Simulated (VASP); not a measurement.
Here is a VASP 6.6.1 calculation.

Contents of INCAR:

```
SYSTEM = Be3Te2O
  PREC = Normal
  ENCUT = 520
  EDIFF = 1E-5
  ISMEAR = 0
  SIGMA = 0.05
  LREAL = Auto
  LASPH = .True.
  NELM = 80
  ALGO = Fast
  ISIF = 3
  LWAVE = .False.
  LCHARG = .False.
  GGA = PE
  IBRION = 2
  NSW = 110
  EDIFFG = -0.03
  ISYM = 0
```

The input KPOINTS:

```
Automatic mesh
0
Gamma
  3 3 3
  0 0 0
```

File POSCAR:

```
Be3Te2O
1.0
    5.3517795700     -3.0568084000      0.0187427000
    5.3483225900      3.0507521800     -0.0843715100
   -0.0412872700     -0.1136437200      6.7492738300
Be Te O
6 4 2
Direct
    0.4259943400      0.8272196900      0.1113630200
    0.1779517100      0.5656804400      0.1188716300
    0.9346982800      0.0658493900      0.0475600400
    0.8149987500      0.4412469300      0.6210145800
    0.5593155800      0.1901335400      0.6122620400
    0.0499390100      0.9465340000      0.5407752700
    0.4999807300      0.1461200700      0.9785421900
    0.1516455100      0.5101835600      0.4788124900
    0.8447619600      0.4781841000      0.9922171800
    0.4939028100      0.8295099300      0.4879265200
    0.1806294000      0.8338067500      0.0632254900
    0.8171087600      0.1778623100      0.5805199700
```

Potentials or basis: VASP PAW PBE potentials, release 64 (Be, Te, O).

Run with:

```console
$ cat potpaw_PBE.64/Be/POTCAR potpaw_PBE.64/Te/POTCAR potpaw_PBE.64/O/POTCAR > POTCAR
$ mpirun -np 1 vasp_std > vasp.out
```

**Question.** Predict the band gap on the k mesh.

**Answer.** 1.94 eV, indirect (least direct gap 2.21 eV).

**Question.** What does it give for the relaxed volume?

**Answer.** 18.71 Å³/atom.

**Question.** Predict the relaxed cell.

**Answer.** a = 6.199 Å, b = 6.201 Å, c = 6.781 Å, α = 89.93°, β = 89.98°, γ = 59.44°.

**Question.** Predict the space group after relaxing (to 0.05 Å).

**Answer.** Cmc2_1 (No. 36).

Forces in eV/Å, atoms in the order of the input:
```
Be  -0.008  0.002 -0.007
Be  -0.001  0.004 -0.004
Be  -0.003  0.010  0.003
Be   0.006  0.000 -0.004
Be   0.006 -0.001  0.011
Be  -0.004 -0.021 -0.001
Te   0.003  0.002  0.014
Te   0.004 -0.002  0.003
Te   0.004 -0.011 -0.009
Te   0.000  0.003 -0.006
O    0.009 -0.008  0.006
O   -0.016  0.021 -0.005
```

Caveat: spin-orbit coupling is left out, which moves the levels of the heavy elements; an odd mesh through Γ misses points on the zone boundary, where band edges often lie. As with any semilocal functional, this PBE gap is likely too small.
